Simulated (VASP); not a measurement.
Energy against volume of YN (rock salt). All values below come from revPBE GGA, VASP's PBE PAW potentials (set 64) (plane waves; VASP 6.6.1).

| V (Å³/atom) | E (eV/atom) |
|---|---|
| 14.074 | -8.73655 |
| 14.523 | -8.75843 |
| 14.972 | -8.76529 |
| 15.421 | -8.75930 |
| 15.870 | -8.74234 |

### Question
Fit a third-order Birch-Murnaghan equation of state.

### Answer

The volume per atom is 14.98 Å³/atom and the bulk modulus comes out as 152 GPa. The pressure derivative of the bulk modulus is 4.22. The lattice constant a is 4.930 Å.

Measured: a 4.877 Å (computed value off by +1.1 %), as given by G. Soto et al., Computational Materials Science (2007), arXiv:cond-mat/0703568. The calculation is for a static lattice, while the measured a holds thermal and zero-point effects, which are part of the difference.

The compound is YN in the rock salt structure. It was relaxed first.
